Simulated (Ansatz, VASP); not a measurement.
# PrSi in two plane-wave programs

One calculation is typed for both programs; each brings its own data sets and cutoff. How far apart do they land? The cell is taken from a series of VASP runs on this material, whose earlier steps may have relaxed, scaled or displaced it; both programs get it as it stands.

Main program and level: Ansatz 0.2.0; plane waves, with VASP 6.6.1 beside it; relaxation of cell and atoms at PBEsol, DFT+U.

In doubt: a part-filled 4f shell, where there is one, can sit in one of many states, so energies may not be the lowest and differences between runs may mislead; derivatives with an open 4f shell can jump between states, which bears on forces and vibrations.

### Step 1. Set-up

It takes space group Pnma (No. 62, orthorhombic). Conventional cell: a = 8.184 Å, b = 3.923 Å, c = 5.871 Å, α = 90.00°, β = 90.00°, γ = 90.00°. Pr has 7 Si at 3.05 to 3.21 Å nearest. Nearest to Si lie 2 Si at 2.48 Å and 7 Pr at 3.05 to 3.21 Å. Farther neighbours are not listed.

Structure file:

```xyz
8
Lattice="8.1843 0.0000 0.0000 0.0000 3.9227 0.0000 0.0000 0.0000 5.8706" Properties=species:S:1:pos:R:3 pbc="T T T"
Pr    5.5600    0.9807    2.2692
Pr    2.6242    2.9420    3.6014
Pr    6.7164    2.9420    5.2045
Pr    1.4679    0.9807    0.6661
Si    4.3747    0.9807    5.1648
Si    3.8096    2.9420    0.7058
Si    7.9017    2.9420    2.2295
Si    0.2825    0.9807    3.6411
```

### Step 2. VASP: relaxation of cell and atoms, PBEsol, DFT+U

The relaxed volume is the usual yardstick between codes: its relative difference is about their pressure difference at one cell divided by the bulk modulus.

Lines of VASP's logs that name or quote its potential files are left out, and so is its time.

INCAR

```
SYSTEM = PrSi
PREC = Accurate
ENCUT = 440
EDIFF = 1E-06
NELM = 150
ISMEAR = 0
SIGMA = 0.05
LREAL = .FALSE.
ALGO = Normal
GGA = PS
NBANDS = 46
ISPIN = 2
MAGMOM = 2 2 2 2 0 0 0 0
LDAU = .TRUE.
LDAUTYPE = 2
LDAUL = 3 -1
LDAUU = 6 0
LDAUJ = 0 0
LDAUPRINT = 1
LASPH = .TRUE.
LMAXMIX = 6
AMIX = 0.2
BMIX = 1E-04
AMIX_MAG = 0.8
BMIX_MAG = 1E-04
LORBIT = 11
LWAVE = .FALSE.
LCHARG = .FALSE.
KPAR = 4
IBRION = 2
NSW = 60
ISIF = 3
EDIFFG = -0.01
```

POSCAR

```
PrSi
1.0
    8.1842691389      0.0000000000      0.0000000000
    0.0000000000      3.9226704892      0.0000000000
    0.0000000000      0.0000000000      5.8706051475
Pr Si
4 4
Direct
    0.6793549575      0.2500000000      0.3865412026
    0.3206450425      0.7500000000      0.6134587974
    0.8206450425      0.7500000000      0.8865412026
    0.1793549575      0.2500000000      0.1134587974
    0.5345199650      0.2500000000      0.8797788712
    0.4654800350      0.7500000000      0.1202211288
    0.9654800350      0.7500000000      0.3797788712
    0.0345199650      0.2500000000      0.6202211288
```

KPOINTS

```
Automatic mesh
0
Gamma
3 6 4
0 0 0
```

Potentials, in the order of the species: Pr and Si (PBE family, release 64).

Command:

```bash
$ mpirun -np 4 vasp_std
```

Numbers of over 12 decimals in the logs are rounded to 6 here.

The program printed:

```text
[banner, memory and clock lines left out]
running    4 mpi-ranks, on    1 nodes
 distrk:  each k-point on    1 cores,    4 groups
 distr:  one band on    1 cores,    1 groups

 POSCAR found type information on POSCAR PrSi
 POSCAR found :  2 types and       8 ions
|                                                                             |
|               ----> ADVICE to this user running VASP <----                  |
|                                                                             |
|     You enforced a specific xc type in the INCAR file but a different       |
|     [... a line on the potential file left out ...]
|     I HOPE YOU KNOW WHAT YOU ARE DOING!                                     |
|                                                                             |

 LDA part: xc-table for (Slater+PW92), standard interpolation
 POSCAR, INCAR and KPOINTS ok, starting setup
 FFT: planning ... GRIDC
 FFT: planning ... GRID_SOFT
 FFT: planning ... GRID
 WAVECAR not read
 entering main loop
       N       E                     dE             d eps       ncg     rms          rms(c)
DAV:   1     0.903545938445E+03    0.90355E+03   -0.20161E+04  4760   0.216E+03
DAV:   2     0.176407417342E+03   -0.72714E+03   -0.70938E+03  6664   0.614E+02
DAV:   3    -0.133537062756E+02   -0.18976E+03   -0.18010E+03  8298   0.370E+02
DAV:   4    -0.542236527174E+02   -0.40870E+02   -0.38931E+02  8364   0.219E+02
DAV:   5    -0.602464819742E+02   -0.60228E+01   -0.58162E+01  8796   0.848E+01    0.800E+01
DAV:   6    -0.318853740516E+02    0.28361E+02   -0.19033E+02  8214   0.822E+01    0.596E+01
DAV:   7    -0.345275854548E+02   -0.26422E+01   -0.46983E+01  8538   0.887E+01    0.868E+01
DAV:   8    -0.362563949197E+02   -0.17288E+01   -0.19992E+01  8776   0.358E+01    0.106E+02
DAV:   9    -0.421018947938E+02   -0.58455E+01   -0.77342E+01  8476   0.526E+01    0.273E+01
DAV:  10    -0.418476172062E+02    0.25428E+00   -0.16777E+01  8656   0.333E+01    0.174E+01
DAV:  11    -0.432808648611E+02   -0.14332E+01   -0.10728E+01  8784   0.243E+01    0.162E+01
DAV:  12    -0.440815694432E+02   -0.80070E+00   -0.16657E+00  8808   0.107E+01    0.148E+01
DAV:  13    -0.455881836986E+02   -0.15066E+01   -0.80634E-01  8376   0.912E+00    0.109E+01
DAV:  14    -0.476559332763E+02   -0.20677E+01   -0.12988E+00  8560   0.138E+01    0.644E+00
[...]
DAV:  34    -0.496479990048E+02   -0.10266E-01   -0.19867E-02  8396   0.132E+00    0.248E+00
DAV:  35    -0.496716064500E+02   -0.23607E-01   -0.34269E-01  8152   0.553E+00    0.123E+00
DAV:  36    -0.496784623528E+02   -0.68559E-02   -0.98874E-02  8796   0.311E+00    0.626E-01
DAV:  37    -0.496800888980E+02   -0.16265E-02   -0.54802E-03  8794   0.670E-01    0.668E-01
DAV:  38    -0.496801828054E+02   -0.93907E-04   -0.65130E-04  8810   0.263E-01    0.648E-01
DAV:  39    -0.496803579053E+02   -0.17510E-03   -0.22831E-03  8612   0.475E-01    0.744E-01
DAV:  40    -0.496791122791E+02    0.12456E-02   -0.41730E-03  8810   0.691E-01    0.643E-01
DAV:  41    -0.496774976920E+02    0.16146E-02   -0.10210E-02  8792   0.904E-01    0.637E-01
[...]
DAV:  29    -0.496881347050E+02   -0.20093E-04   -0.68985E-05  4978   0.855E-02    0.199E-02
DAV:  30    -0.496881681690E+02   -0.33464E-04   -0.23300E-04  5408   0.136E-01    0.212E-02
DAV:  31    -0.496881791022E+02   -0.10933E-04   -0.22477E-05  4724   0.601E-02    0.209E-02
DAV:  32    -0.496882049063E+02   -0.25804E-04   -0.13449E-04  5604   0.109E-01    0.217E-02
DAV:  33    -0.496882041280E+02    0.77832E-06   -0.12964E-06  3568   0.262E-02
   3 F= -.49688204E+02 E0= -.49683278E+02  d E =-.113351E-02  mag=     9.2025
 curvature:  -0.08 expect dE=-0.133E-04 dE for cont linesearch -0.766E-05
 ZBRENT: interpolating
 opt :   0.5685  next Energy=   -49.688233 (dE=-0.116E-02)
 bond charge predicted
       N       E                     dE             d eps       ncg     rms          rms(c)
DAV:   1    -0.496884492512E+02   -0.24434E-03   -0.61559E-03  7822   0.105E+00    0.126E-01
DAV:   2    -0.496883764719E+02    0.72779E-04   -0.56628E-04  7792   0.352E-01    0.154E-01
DAV:   3    -0.496883579902E+02    0.18482E-04   -0.14730E-04  8810   0.128E-01    0.115E-01
DAV:   4    -0.496882997869E+02    0.58203E-04   -0.35899E-04  8118   0.265E-01    0.480E-02
DAV:   5    -0.496883066032E+02   -0.68162E-05   -0.45609E-05  7136   0.509E-02    0.659E-02
DAV:   6    -0.496883125184E+02   -0.59153E-05   -0.24908E-05  5784   0.543E-02    0.429E-02
DAV:   7    -0.496883249413E+02   -0.12423E-04   -0.50653E-05  5964   0.705E-02    0.311E-02
DAV:   8    -0.496883399380E+02   -0.14997E-04   -0.53566E-05  5802   0.783E-02    0.238E-02
DAV:   9    -0.496883551856E+02   -0.15248E-04   -0.49606E-05  5366   0.734E-02    0.176E-02
DAV:  10    -0.496883558381E+02   -0.65250E-06   -0.11675E-06  3538   0.264E-02
   4 F= -.49688356E+02 E0= -.49683432E+02  d E =-.128522E-02  mag=     9.2053
 curvature:  -0.28 expect dE=-0.319E-04 dE for cont linesearch -0.122E-04
 ZBRENT: bisectioning
 opt :   0.2842  next Energy=   -49.688379 (dE=-0.131E-02)
 bond charge predicted
       N       E                     dE             d eps       ncg     rms          rms(c)
DAV:   1    -0.496884934397E+02   -0.13825E-03   -0.38382E-03  7818   0.834E-01    0.115E-01
DAV:   2    -0.496884414975E+02    0.51942E-04   -0.32617E-04  7978   0.267E-01    0.109E-01
DAV:   3    -0.496884231406E+02    0.18357E-04   -0.74159E-05  8758   0.102E-01    0.678E-02
DAV:   4    -0.496883979065E+02    0.25234E-04   -0.10730E-04  8204   0.147E-01    0.237E-02
DAV:   5    -0.496884035171E+02   -0.56105E-05   -0.78909E-05  8402   0.938E-02    0.691E-02
DAV:   6    -0.496884174261E+02   -0.13909E-04   -0.52047E-05  5852   0.682E-02    0.504E-02
DAV:   7    -0.496884201756E+02   -0.27494E-05   -0.39568E-06  5060   0.249E-02    0.481E-02
DAV:   8    -0.496884448844E+02   -0.24709E-04   -0.13114E-04  5274   0.104E-01    0.232E-02
DAV:   9    -0.496884587183E+02   -0.13834E-04   -0.38331E-05  4882   0.645E-02    0.152E-02
DAV:  10    -0.496884658454E+02   -0.71271E-05   -0.10831E-05  4822   0.430E-02    0.150E-02
DAV:  11    -0.496884744291E+02   -0.85837E-05   -0.16118E-05  4624   0.441E-02    0.145E-02
DAV:  12    -0.496884537279E+02    0.20701E-04   -0.64458E-05  4522   0.836E-02    0.167E-02
DAV:  13    -0.496884812517E+02   -0.27524E-04   -0.11661E-04  4762   0.101E-01    0.156E-02
DAV:  14    -0.496885952585E+02   -0.11401E-03   -0.33188E-03  7988   0.494E-01    0.230E-02
[...]
DAV:  74    -0.496898543733E+02   -0.46542E-05   -0.41181E-06  3776   0.181E-02    0.233E-02
DAV:  75    -0.496898400978E+02    0.14276E-04   -0.20943E-05  3836   0.415E-02    0.232E-02
DAV:  76    -0.496898448891E+02   -0.47913E-05   -0.17463E-06  3572   0.183E-02    0.229E-02
DAV:  77    -0.496899339938E+02   -0.89105E-04   -0.11199E-03  5984   0.282E-01    0.263E-02
DAV:  78    -0.496899291470E+02    0.48468E-05   -0.18315E-05  4968   0.533E-02    0.257E-02
DAV:  79    -0.496899186065E+02    0.10540E-04   -0.16809E-05  4124   0.375E-02    0.254E-02
DAV:  80    -0.496899363122E+02   -0.17706E-04   -0.32666E-05  4274   0.568E-02    0.242E-02
DAV:  81    -0.496899359085E+02    0.40362E-06   -0.33312E-07  3014   0.113E-02
   5 F= -.49689936E+02 E0= -.49685046E+02  d E =-.286529E-02  mag=     9.2131
 curvature:  -0.55 expect dE=-0.238E-04 dE for cont linesearch -0.969E-06
 trial: gam= 0.08625 g(F)=  0.206E-04 g(S)=  0.229E-04 ort = 0.213E-04 (trialstep = 0.857E+00)
 search vector abs. value=  0.491E-04
 reached required accuracy - stopping structural energy minimisation
```

From OUTCAR (step 2):

```text
ion  position               nearest neighbor table
   1  0.679  0.250  0.387-   7 3.05   7 3.05   6 3.06   6 3.06   5 3.13   5 3.20   8 3.21
   2  0.321  0.750  0.613-   8 3.05   8 3.05   5 3.06   5 3.06   6 3.13   6 3.20   7 3.21
   3  0.821  0.750  0.887-   5 3.05   5 3.05   8 3.06   8 3.06   7 3.13   7 3.20   6 3.21
   4  0.179  0.250  0.113-   6 3.05   6 3.05   7 3.06   7 3.06   8 3.13   8 3.20   5 3.21
   5  0.535  0.250  0.880-   6 2.48   6 2.48   3 3.05   3 3.05   2 3.06   2 3.06   1 3.13   1 3.20
                             4 3.21
   6  0.465  0.750  0.120-   5 2.48   5 2.48   4 3.05   4 3.05   1 3.06   1 3.06   2 3.13   2 3.20
                             3 3.21
   7  0.965  0.750  0.380-   8 2.48   8 2.48   1 3.05   1 3.05   4 3.06   4 3.06   3 3.13   3 3.20
                             2 3.21
   8  0.035  0.250  0.620-   7 2.48   7 2.48   2 3.05   2 3.05   3 3.06   3 3.06   4 3.13   4 3.20
                             1 3.21

  LATTYP: Found a simple orthorhombic cell.
 ALAT       =     3.9226704892
 B/A-ratio  =     1.4965838104
 C/A-ratio  =     2.0864024040

 Subroutine GETGRP returns: Found  8 space group operations
 (whereof  2 operations were pure point group operations)

The static configuration has the point symmetry S_2 .
 The point group associated with its full space group is D_2h.

 Found     24 irreducible k-points:

   k-points           NKPTS =     24   k-points in BZ     NKDIM =     24   number of bands    NBANDS=     46

   dimension x,y,z NGX =    56 NGY =   28 NGZ =   40
   dimension x,y,z NGXF=   112 NGYF=   56 NGZF=   80

   ENCUT  =  440.0 eV  32.34 Ry    5.69 a.u.  14.00  6.71 10.04*2*pi/ulx,y,z

   NELECT =      68.0000    total number of electrons

 k-points in reciprocal lattice and weights: Automatic mesh
   0.00000000  0.00000000  0.00000000       0.014
   0.33333333  0.00000000  0.00000000       0.028
   0.00000000  0.16666667  0.00000000       0.028
   0.33333333  0.16666667  0.00000000       0.056
   0.00000000  0.33333333  0.00000000       0.028
   0.33333333  0.33333333  0.00000000       0.056
   0.00000000  0.50000000  0.00000000       0.014
   0.33333333  0.50000000  0.00000000       0.028
   0.00000000  0.00000000  0.25000000       0.028
[...]
0.00000000  0.50000000  0.50000000       0.014
   0.33333333  0.50000000  0.50000000       0.028

atom =   1  type =  1  l = 3

 onsite density matrix

spin component  1

  0.8031  0.1998  0.3002 -0.0000 -0.0000 -0.0000 -0.0000
  0.1998  0.0543  0.0753  0.0000  0.0000  0.0000 -0.0000
  0.3002  0.0753  0.1169 -0.0000  0.0000 -0.0000  0.0000
 -0.0000  0.0000 -0.0000  0.3479 -0.4582  0.0220  0.0328
 -0.0000  0.0000  0.0000 -0.4582  0.6206 -0.0277 -0.0423
 -0.0000  0.0000 -0.0000  0.0220 -0.0277  0.0063  0.0020
 -0.0000 -0.0000  0.0000  0.0328 -0.0423  0.0020  0.0088

spin component  2

  0.0018  0.0004 -0.0010  0.0000  0.0000 -0.0000 -0.0000
  0.0004  0.0029 -0.0000  0.0000 -0.0000  0.0000 -0.0000
 -0.0010 -0.0000  0.0021 -0.0000  0.0000 -0.0000  0.0000
  0.0000  0.0000 -0.0000  0.0041  0.0009  0.0003  0.0006
  0.0000 -0.0000  0.0000  0.0009  0.0030  0.0001  0.0010
 -0.0000  0.0000 -0.0000  0.0003  0.0001  0.0028  0.0006
 -0.0000 -0.0000  0.0000  0.0006  0.0010  0.0006  0.0037

 occupancies and eigenvectors

  o =  0.0009  v =  0.0000  0.0000  0.0000  0.0000  0.0000  0.0000  0.0000  0.7557 -0.1641  0.6340 -0.0000 -0.0000  0.0000  0.0000      0.0000  0.0000  0.0000  0.0000  0.0000  0.0000  0.0000  0.0000  0.0000  0.0000  0.0000  0.0000  0.0000  0.0000
  o =  0.0020  v =  0.0000  0.0000  0.0000  0.0000  0.0000  0.0000  0.0000  0.0000 -0.0000 -0.0000 -0.2488  0.7545  0.3408 -0.5026      0.0000  0.0000  0.0000  0.0000  0.0000  0.0000  0.0000  0.0000  0.0000  0.0000  0.0000  0.0000  0.0000  0.0000
  o =  0.0026  v =  0.0000  0.0000  0.0000  0.0000  0.0000  0.0000  0.0000 -0.0000  0.0000  0.0000  0.2086 -0.4373  0.8563 -0.1791      0.0000  0.0000  0.0000  0.0000  0.0000  0.0000  0.0000  0.0000  0.0000  0.0000  0.0000  0.0000  0.0000  0.0000
  o =  0.0026  v =  0.0000  0.0000  0.0000  0.0000  0.0000  0.0000  0.0000 -0.3721  0.6891  0.6218 -0.0000  0.0000 -0.0000  0.0000      0.0000  0.0000  0.0000  0.0000  0.0000  0.0000  0.0000  0.0000  0.0000  0.0000  0.0000  0.0000  0.0000  0.0000
[...]
o =  0.0054  v =  0.0000  0.0000  0.0000  0.0000  0.0000  0.0000  0.0000  0.0000  0.0000  0.0000 -0.6220  0.4882 -0.2174  0.5723      0.0000  0.0000  0.0000  0.0000  0.0000  0.0000  0.0000  0.0000  0.0000  0.0000  0.0000  0.0000  0.0000  0.0000
  o =  0.0074  v =  0.0000 -0.0000 -0.0000  0.5972 -0.4980  0.3707 -0.5079  0.0000  0.0000  0.0000  0.0000  0.0000  0.0000  0.0000      0.0000  0.0000  0.0000  0.0000  0.0000  0.0000  0.0000  0.0000  0.0000  0.0000  0.0000  0.0000  0.0000  0.0000
  o =  0.9659  v =  0.9114 -0.2281  0.3425  0.0000  0.0000  0.0000 -0.0000  0.0000  0.0000  0.0000  0.0000  0.0000  0.0000  0.0000      0.0000  0.0000  0.0000  0.0000  0.0000  0.0000  0.0000  0.0000  0.0000  0.0000  0.0000  0.0000  0.0000  0.0000
  o =  0.9666  v =  0.0000  0.0000  0.0000 -0.5965 -0.7998 -0.0368  0.0558  0.0000  0.0000  0.0000  0.0000  0.0000  0.0000  0.0000      0.0000  0.0000  0.0000  0.0000  0.0000  0.0000  0.0000  0.0000  0.0000  0.0000  0.0000  0.0000  0.0000  0.0000

 average (electrostatic) potential at core
       1 -72.9730       2 -72.9730       3 -72.9730       4 -72.9730       5 -81.4754
       6 -81.4754       7 -81.4754       8 -81.4754

 E-fermi :   7.1635

 spin component 1
 k-point     1 :       0.0000    0.0000    0.0000
  band No.  band energies     occupation
    ...
     32       4.8278      1.00000
     33       5.3576      1.00000
     34       5.9258      1.00000
     35       5.9867      1.00000
     36       6.2424      1.00000
     37       7.4399      0.00000
     38       7.6643      0.00000
     39       7.7280      0.00000
     40       8.0504      0.00000
     41       8.2316      0.00000
    ...

 k-point     2 :       0.3333    0.0000    0.0000
  band No.  band energies     occupation
    ...
     32       5.3480      1.00000
     33       5.3752      1.00000
     34       5.5659      1.00000
     35       5.8093      1.00000
     36       5.9466      1.00000
     37       7.2485      0.00810
     38       7.7104      0.00000
     39       7.7131      0.00000
     40       7.7676      0.00000
     41       7.8347      0.00000
    ...

 k-point     3 :       0.0000    0.1667    0.0000
  band No.  band energies     occupation
    ...
     34       5.4451      1.00000
     35       5.7360      1.00000
     36       6.7147      1.00000
     37       6.8789      1.00000
     38       6.9187      1.00000
     39       7.2927      0.00013
     40       7.4597      0.00000
     41       8.3558      0.00000
     42       8.5378      0.00000
     43       8.6285      0.00000
    ...

 k-point     4 :       0.3333    0.1667    0.0000
  band No.  band energies     occupation
    ...
     34       5.5328      1.00000
     35       5.8188      1.00000
     36       6.1716      1.00000
     37       6.9010      1.00000
     38       7.1581      0.56014
     39       7.4366      0.00000
     40       7.4689      0.00000
     41       8.2410      0.00000
     42       8.7817      0.00000
     43       8.8450      0.00000
    ...

 k-point     5 :       0.0000    0.3333    0.0000
  band No.  band energies     occupation
    ...
     36       5.8748      1.00000
     37       5.8782      1.00000
     38       6.8990      1.00000
     39       6.9660      1.00000
     40       7.1233      0.87180
     41       9.0131      0.00000
     42       9.0404      0.00000
     43       9.0789      0.00000
     44       9.0931      0.00000
     45       9.1789      0.00000
    ...

 k-point     6 :       0.3333    0.3333    0.0000
  band No.  band energies     occupation
    ...
     36       5.8043      1.00000
     37       6.2256      1.00000
     38       6.7077      1.00000
     39       6.9448      1.00000
     40       7.0710      0.99553
     41       9.0520      0.00000
     42       9.0754      0.00000
     43       9.1147      0.00000
     44       9.2008      0.00000
     45       9.2499      0.00000
    ...

  Total        0.0096115     -0.0348055      0.0499500      0.0000000      0.0000000      0.0000000
  in kB        0.0817532     -0.2960462      0.4248616      0.0000000      0.0000000      0.0000000
  external PRESSURE =       0.0701896 kB  Pullay stress =       0.0000000 kB

  energy-cutoff  :      440.00
  volume of cell :      188.36
      direct lattice vectors                 reciprocal lattice vectors
     8.182770008  0.000000000  0.000000000     0.122208005  0.000000000  0.000000000
     0.000000000  3.921725757  0.000000000     0.000000000  0.254989783 -0.000000000
     0.000000000  0.000000000  5.869772141     0.000000000  0.000000000  0.170364364

 POSITION                                       TOTAL-FORCE (eV/Angst)
 -----------------------------------------------------------------------------------
      5.55894      0.98043      2.26893        -0.003021      0.000000      0.003794
      2.62383      2.94129      3.60084         0.003021     -0.000000     -0.003794
      6.71522      2.94129      5.20382         0.003021      0.000000      0.003794
      1.46755      0.98043      0.66595        -0.003021     -0.000000     -0.003794
      4.37374      0.98043      5.16401        -0.007680     -0.000000     -0.004908
      3.80903      2.94129      0.70576         0.007680      0.000000      0.004908
      7.90042      2.94129      2.22913         0.007680     -0.000000     -0.004908
      0.28235      0.98043      3.64064        -0.007680      0.000000      0.004908
 -----------------------------------------------------------------------------------
    total drift:                                0.000000     -0.000000      0.000000

  FREE ENERGIE OF THE ION-ELECTRON SYSTEM (eV)
  ---------------------------------------------------
  free  energy   TOTEN  =       -49.6899359085 eV

  energy  without entropy=      -49.6801555534  energy(sigma->0) =      -49.68504573

 reached required accuracy - stopping structural energy minimisation

 total charge
# of ion       s       p       d       f       tot
--------------------------------------------------
    1        1.952   5.328   0.651   1.976   9.906
    2        1.952   5.328   0.651   1.976   9.906
    3        1.952   5.328   0.651   1.976   9.906
    4        1.952   5.328   0.651   1.976   9.906
    5        0.770   0.888   0.000   0.000   1.658
    6        0.770   0.888   0.000   0.000   1.658
    7        0.770   0.888   0.000   0.000   1.658
    8        0.770   0.888   0.000   0.000   1.658
--------------------------------------------------
tot         10.886  24.864   2.605   7.902  46.257

 magnetization (x)
# of ion       s       p       d       f       tot
--------------------------------------------------
    1       -0.012  -0.026   0.092   1.936   1.990
    2       -0.012  -0.026   0.092   1.936   1.990
    3       -0.012  -0.026   0.092   1.936   1.990
    4       -0.012  -0.026   0.092   1.936   1.990
    5       -0.006  -0.009   0.000   0.000  -0.015
    6       -0.006  -0.009   0.000   0.000  -0.015
    7       -0.006  -0.009   0.000   0.000  -0.015
    8       -0.006  -0.009   0.000   0.000  -0.015
--------------------------------------------------
tot         -0.070  -0.139   0.369   7.742   7.902

[... 6 further parts left out ...]
```

The run keeps the 8 symmetry operations of its start, so it cannot find a distortion of lower symmetry.

[end of part 1 of 2]

[Lines on the potential files, build, host, timing and source positions are cut from VASP's logs without a mark.]

[Logs are printed without paths, hosts, clocks, repeated set-up lines and the standing remarks that a program may print on its own settings, such as how far it seeks lower states.]

[Hosts, paths, dates, database ids (printed as entryN), source tags and the programs' standing remarks are cut or masked in the printed files.]
